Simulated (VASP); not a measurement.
The system is MgO.

```xyz
2
Lattice="0.0000 2.1039 2.1039 2.1039 0.0000 2.1039 2.1039 2.1039 0.0000" Properties=species:S:1:pos:R:3 pbc="T T T"
Mg    0.0000    0.0000    0.0000
O     2.1039    2.1039    2.1039
```

Base run:

- Program: VASP 6.6.1
- Functional: HSE06
- Potentials or basis: VASP PAW PBE potentials, release 64 (Mg, O)
- Cutoff: 520 eV
- k mesh: 8 × 8 × 8
- Occupations: gaussian, width 0.03 eV
- Spin: no spin polarisation

Its results: band gap on the k mesh 6.49 eV, direct; pressure -1.1 GPa.

Q: The run is repeated on the same cell with these changes: functional from HSE06 to PBE0. What comes out?

A: Band gap on the k mesh 7.21 eV, direct; pressure -1.0 GPa.

Caveats: the PAW data sets were made with another functional, which shifts forces and pressure a little.
